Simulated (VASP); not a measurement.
```
CsCl
1.0
    4.75398     0.00000     0.00000
   -2.37699     4.11707     0.00000
    0.00000     0.00000     8.36485
Cs Cl
2 2
Direct
  0.00000   0.00000   0.00000
  0.00000   0.00000   0.50000
  0.33333   0.66667   0.25000
  0.66667   0.33333   0.75000
```

Method: PBEsol GGA, VASP's PBE PAW potentials (set 64) (plane waves; VASP). Settings: 400 eV cut-off, 6×6×3 Γ-centred mesh, tetrahedra with Blöchl corrections, potentials Cs_sv Cl.

The cores are frozen, which limits the accuracy of field gradients.

Question: Give the principal components of the electric field gradient (V/Å²) and the asymmetry η at each nucleus.

Answer: 
```csv
atom,Vxx,Vyy,Vzz,η
Cs1,0.0,0.0,0.1,-
Cs2,0.0,0.0,0.1,-
Cl3,-1.8,-1.8,3.6,0.00
Cl4,-1.8,-1.8,3.6,0.00
```

The structure was generated: CsCl was put into the NiAs type type (P6_3/mmc), which need not be its known phase. It was relaxed first, which changed the volume by -19 %.
